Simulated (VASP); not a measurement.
Method: LDA (Ceperley-Alder, Perdew-Zunger), VASP's LDA PAW potentials (set 64) (plane waves; VASP).

The input files of a VASP run:

### INCAR
```
SYSTEM = TiSi2
PREC = Accurate; ENCUT = 400; LREAL = .FALSE.
LASPH = .TRUE.
EDIFF = 1E-6; NELM = 100; ALGO = Normal
LMAXMIX = 4
ISMEAR = 1; SIGMA = 0.1
IBRION = 2; NSW = 60; ISIF = 3
EDIFFG = -0.02
LWAVE = .FALSE.; LCHARG = .FALSE.
```

### POSCAR
```
TiSi2
1
    0.0000000000     4.0646891200     4.2107705263
    2.3647554486     0.0000000000     4.2107705263
    2.3647554486     4.0646891200     0.0000000000
Ti Si
2 4
Direct
  0.5000000000   0.5000000000   0.5000000000
  0.7500000000   0.7500000000   0.7500000000
  0.8355246053   0.1644753947   0.8355246053
  0.1644753947   0.8355246053   0.1644753947
  0.4144753947   0.0855246053   0.4144753947
  0.0855246053   0.4144753947   0.0855246053
```

**KPOINTS**
```
Automatic mesh
0
Gamma
8 8 8
0 0 0
```

POTCAR, in this order: Ti_sv Si (LDA.64 set). Program: vasp_std.

The run wrote:

**OUTCAR**
```
 ion  position               nearest neighbor table
   1  0.500  0.500  0.500-   6 2.51   5 2.51   6 2.51   5 2.51   4 2.72   4 2.72   3 2.72   3 2.72
                             4 2.73   3 2.73
   2  0.750  0.750  0.750-   3 2.51   4 2.51   3 2.51   4 2.51   6 2.72   5 2.72   6 2.72   5 2.72
                             6 2.73   5 2.73
   3  0.836  0.164  0.836-   5 2.50   5 2.50   2 2.51   2 2.51   4 2.67   1 2.72   1 2.72   1 2.73
                             4 2.74   4 2.74
   4  0.164  0.836  0.164-   6 2.50   6 2.50   2 2.51   2 2.51   3 2.67   1 2.72   1 2.72   1 2.73
                             3 2.74   3 2.74
   5  0.414  0.086  0.414-   3 2.50   3 2.50   1 2.51   1 2.51   6 2.67   2 2.72   2 2.72   2 2.73
                             6 2.74   6 2.74
   6  0.086  0.414  0.086-   4 2.50   4 2.50   1 2.51   1 2.51   5 2.67   2 2.72   2 2.72   2 2.73
                             5 2.74   5 2.74
  LATTYP: Found a face centered orthorhombic cell.
 ALAT       =     4.7295108972
 B/A-ratio  =     1.7188623553
 C/A-ratio  =     1.7806367795
 Subroutine PRICEL returns:
 Original cell was already a primitive cell.
 Subroutine GETGRP returns: Found  8 space group operations
The static configuration has the point symmetry D_2 .
 The point group associated with its full space group is D_2h.
The dynamic configuration has the point symmetry D_2 .
 Subroutine INISYM returns: Found  8 space group operations
 Subroutine IBZKPT returns following result:
 Found     95 irreducible k-points:

 Following reciprocal coordinates:
            Coordinates               Weight
  0.000000  0.000000  0.000000      1.000000
  0.125000 -0.000000 -0.000000      8.000000
  0.250000 -0.000000 -0.000000      8.000000
  0.375000 -0.000000 -0.000000      8.000000
  0.500000 -0.000000 -0.000000      4.000000
  0.125000  0.125000  0.000000      2.000000
  0.250000  0.125000 -0.000000      8.000000
  0.375000  0.125000 -0.000000      8.000000
  0.500000  0.125000 -0.000000      8.000000
 -0.375000  0.125000  0.000000      8.000000
 -0.250000  0.125000  0.000000      8.000000
...
```

### OSZICAR
```
       N       E                     dE             d eps       ncg     rms          rms(c)
DAV:   1     0.340611783234E+03    0.34061E+03   -0.16824E+04  4560   0.148E+03
DAV:   2    -0.219148363497E+01   -0.34280E+03   -0.34012E+03  4568   0.446E+02
DAV:   3    -0.455186815525E+02   -0.43327E+02   -0.42509E+02  8344   0.128E+02
DAV:   4    -0.481827013643E+02   -0.26640E+01   -0.26586E+01  6176   0.307E+01
DAV:   5    -0.483520154742E+02   -0.16931E+00   -0.16929E+00  7288   0.673E+00    0.192E+01
DAV:   6    -0.455715853789E+02    0.27804E+01   -0.39088E+01  6536   0.475E+01    0.697E+00
DAV:   7    -0.450234816012E+02    0.54810E+00   -0.75229E+00  6232   0.205E+01    0.527E+00
DAV:   8    -0.449474580675E+02    0.76024E-01   -0.71161E-01  6512   0.675E+00    0.912E-01
DAV:   9    -0.449407614582E+02    0.66966E-02   -0.11292E-01  6408   0.296E+00    0.469E-01
DAV:  10    -0.449411475867E+02   -0.38613E-03   -0.33533E-03  6160   0.510E-01    0.186E-01
DAV:  11    -0.449411831506E+02   -0.35564E-04   -0.18962E-03  7344   0.328E-01    0.104E-01
DAV:  12    -0.449411626689E+02    0.20482E-04   -0.63429E-04  6728   0.204E-01    0.204E-02
DAV:  13    -0.449411577646E+02    0.49044E-05   -0.59752E-05  6520   0.686E-02    0.121E-02
DAV:  14    -0.449411573663E+02    0.39824E-06   -0.23475E-06  4616   0.130E-02
   1 F= -.44941157E+02 E0= -.44940872E+02  d E =-.449412E+02
       N       E                     dE             d eps       ncg     rms          rms(c)
DAV:   1    -0.449434990114E+02   -0.23412E-02   -0.86106E-02  5752   0.347E+00    0.383E-01
DAV:   2    -0.449418511689E+02    0.16478E-02   -0.16283E-02  6656   0.121E+00    0.148E-01
DAV:   3    -0.449413929275E+02    0.45824E-03   -0.24971E-03  6808   0.327E-01    0.860E-02
DAV:   4    -0.449412790229E+02    0.11390E-03   -0.81767E-04  8056   0.243E-01    0.382E-02
DAV:   5    -0.449412837115E+02   -0.46886E-05   -0.64803E-05  5920   0.728E-02    0.278E-02
DAV:   6    -0.449412943740E+02   -0.10663E-04   -0.23489E-05  7096   0.348E-02    0.790E-03
DAV:   7    -0.449412950562E+02   -0.68220E-06   -0.24311E-06  4896   0.111E-02
   2 F= -.44941295E+02 E0= -.44941002E+02  d E =-.137690E-03
       N       E                     dE             d eps       ncg     rms          rms(c)
DAV:   1    -0.449417297088E+02   -0.43533E-03   -0.13071E-02  5680   0.135E+00    0.149E-01
DAV:   2    -0.449414770727E+02    0.25264E-03   -0.24448E-03  6624   0.472E-01    0.580E-02
DAV:   3    -0.449414073025E+02    0.69770E-04   -0.37342E-04  6712   0.127E-01    0.337E-02
DAV:   4    -0.449413903925E+02    0.16910E-04   -0.12493E-04  8080   0.952E-02    0.149E-02
DAV:   5    -0.449413916799E+02   -0.12874E-05   -0.99428E-06  5800   0.287E-02    0.107E-02
DAV:   6    -0.449413928890E+02   -0.12091E-05   -0.31908E-06  6096   0.133E-02    0.278E-03
DAV:   7    -0.449413928638E+02    0.25136E-07   -0.53121E-07  3600   0.496E-03
   3 F= -.44941393E+02 E0= -.44941101E+02  d E =-.235497E-03
```

### OUTCAR
```
------------------------ aborting loop because EDIFF is reached ----------------------------------------
  FORCE on cell =-STRESS in cart. coord.  units (eV):
  Direction    XX          YY          ZZ          XY          YZ          ZX
  --------------------------------------------------------------------------------------
  Total       -0.0806521     -0.0048896     -0.0302613      0.0000000      0.0000000      0.0000000
  in kB       -1.5944165     -0.0966635     -0.5982378      0.0000000      0.0000000      0.0000000
  external PRESSURE =      -0.7631059 kB  Pullay stress =       0.0000000 kB
  volume of cell :       81.04
      direct lattice vectors                 reciprocal lattice vectors
     0.000000000  4.065521309  4.216837628    -0.211533263  0.122985458  0.118572268
     2.363694457  0.000000000  4.216837628     0.211533263 -0.122985458  0.118572268
     2.363694457  4.065521309  0.000000000     0.211533263  0.122985458 -0.118572268
 POSITION                                       TOTAL-FORCE (eV/Angst)
 -----------------------------------------------------------------------------------
      2.36369      4.06552      4.21684        -0.000000     -0.000000      0.000000
      3.54554      6.09828      6.32526        -0.000000     -0.000000     -0.000000
      2.36369      6.79384      4.21684        -0.000000      0.006780      0.000000
      2.36369      1.33721      4.21684        -0.000000     -0.006780      0.000000
      1.18185      3.36997      2.10842         0.000000     -0.006780     -0.000000
      1.18185      0.69555      2.10842         0.000000      0.006780     -0.000000
 -----------------------------------------------------------------------------------
    total drift:                               -0.000000      0.000000      0.000000
  FREE ENERGIE OF THE ION-ELECTRON SYSTEM (eV)
  ---------------------------------------------------
  free  energy   TOTEN  =       -44.9413928638 eV

  energy  without entropy=      -44.9405163179  energy(sigma->0) =      -44.94110068

 reached required accuracy - stopping structural energy minimisation
```
(Selected blocks of OUTCAR.)

CONTCAR:
```
TiSi2
   1.00000000000000
     0.0000000000000000    4.0655213094080631    4.2168376284429376
     2.3636944567632616    0.0000000000000000    4.2168376284429376
     2.3636944567632616    4.0655213094080631    0.0000000000000000
  Ti              Si
     2     4
Direct
     0.5000000000000000    0.5000000000000000    0.5000000000000000
     0.7500000000000000    0.7500000000000000    0.7500000000000000
     0.8355429453305100    0.1644570546694900    0.8355429453305100
     0.1644570546694900    0.8355429453305100    0.1644570546694900
     0.4144570546694899    0.0855429453305100    0.4144570546694899
     0.0855429453305100    0.4144570546694899    0.0855429453305100
```

### OUTCAR
```
 val. band max:       10.4895734988   @ k =  -0.2500   0.2500   0.1250

 cond. band min:      10.4963226194   @ k =  -0.3750   0.3750   0.2500


 Fermi energy:        10.4907428815

 k-point     1 :       0.0000    0.0000    0.0000
  band No.  band energies     occupation
      1     -44.9419      2.00000
      2     -44.9060      2.00000
      3     -21.7489      2.00000
      4     -21.7238      2.00000
      5     -21.6465      2.00000
      6     -21.6293      2.00000
      7     -21.5995      2.00000
      8     -21.5907      2.00000
      9      -2.2211      2.00000
     10       3.6873      2.00000
     11       4.8206      2.00000
     12       5.0326      2.00000
     13       5.4477      2.00000
     14       6.6477      2.00000
     15       6.7786      2.00000
     16       7.9789      2.00000
     17       8.1954      2.00000
     18       8.5296      2.00000
     19       8.7848      2.00000
     20       9.1319      2.00000
     21       9.5325      2.00000
     22      12.6039      0.00000
     23      13.7535      0.00000
     24      14.0380      0.00000

 k-point     2 :       0.1250   -0.0000   -0.0000
  band No.  band energies     occupation
      1     -44.9408      2.00000
      2     -44.9071      2.00000
      3     -21.7482      2.00000
      4     -21.7235      2.00000
      5     -21.6506      2.00000
      6     -21.6292      2.00000
      7     -21.5995      2.00000
      8     -21.5907      2.00000
      9      -2.0517      2.00000
     10       3.4856      2.00000
     11       4.0715      2.00000
     12       4.9278      2.00000
     13       5.7951      2.00000
     14       6.7176      2.00000
     15       7.0770      2.00000
     16       7.8261      2.00000
     17       8.2532      2.00000
     18       8.4757      2.00000
     19       9.1747      2.00000
     20       9.2563      2.00000
     21       9.5137      2.00000
     22      12.4357     -0.00000
     23      13.6346      0.00000
     24      13.6839      0.00000
...
```

The structure comes from a computed database's TiSi2 entry (Fddd); how it stands against other phases isn't given here. This run relaxes it. Symmetry was kept, so distortions that lower it aren't found. The start is the result of an earlier pass.
